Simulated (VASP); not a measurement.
Input:

```yaml
crystal:
  lattice:
    - [0.00000, 2.38290, 2.38290]
    - [2.38290, 0.00000, 2.38290]
    - [2.38290, 2.38290, 0.00000]
  atoms:
    - { symbol: B, position: [0.00000, 0.00000, 0.00000] }
    - { symbol: As, position: [0.25000, 0.25000, 0.25000] }
```

Calculation: PBE GGA with D4 dispersion, VASP's PBE PAW potentials (set 64) (plane waves; VASP). Numerical set-up: 520 eV cut-off, 11×11×11 Γ-centred mesh, tetrahedra with Blöchl corrections, potentials B As.

**Question.** Tabulate the total density of states (states/eV per cell) against energy (eV; zero at the valence-band maximum or, without a gap, the Fermi level).

**Answer.** 
```
E (eV) | DOS (states/eV)
    -9.96 |  0.00
    -9.72 |  0.00
    -9.48 |  0.00
    -9.24 |  0.00
    -9.00 |  0.00
    -8.76 |  0.02
    -8.52 | #### 0.23
    -8.28 | ############# 0.76
    -7.92 | ####################### 1.36
    -7.68 | ############ 0.72
    -7.44 | ########## 0.58
    -7.20 | ####### 0.43
    -6.96 | ###### 0.38
    -6.72 | ###### 0.34
    -6.48 | ##### 0.29
    -6.24 | #### 0.25
    -6.00 | ##### 0.29
    -5.76 | ############# 0.79
    -5.52 | ############## 0.85
    -5.28 | ############# 0.79
    -5.04 | ############# 0.76
    -4.80 | ############## 0.83
    -4.56 | ############### 0.88
    -4.20 | ################## 1.05
    -3.96 | #################### 1.17
    -3.72 | ################### 1.15
    -3.48 | ################## 1.08
    -3.24 | ################## 1.07
    -3.00 | ################## 1.05
    -2.76 | ################# 1.00
    -2.52 | ################# 0.99
    -2.28 | ################ 0.97
    -2.04 | ############### 0.92
    -1.80 | ############ 0.71
    -1.56 | ######## 0.50
    -1.32 | ####### 0.41
    -1.08 | ##### 0.33
    -0.72 | #### 0.21
    -0.48 | ## 0.13
    -0.24 | # 0.06
     0.00 |  0.00
     0.24 |  0.00
     0.48 |  0.00
     0.72 |  0.00
     0.96 |  0.00
     1.20 |  0.00
     1.44 | ## 0.12
     1.68 | #### 0.23
     1.92 | ###### 0.34
     2.16 | ######## 0.46
     2.40 | ######### 0.56
     2.64 | ########### 0.64
     3.00 | ################ 0.97
     3.24 | ########################### 1.59
     3.48 | ############################## 1.80
     3.72 | ##################### 1.24
     3.96 | ############# 0.76
     4.20 | ######### 0.55
     4.44 | ############# 0.76
     4.68 | ###################### 1.32
```
Within 2 eV below the valence-band maximum the largest weight inside VASP's projection spheres is As p, then B p.

The compound is BAs in the zinc blende structure. It was relaxed first.
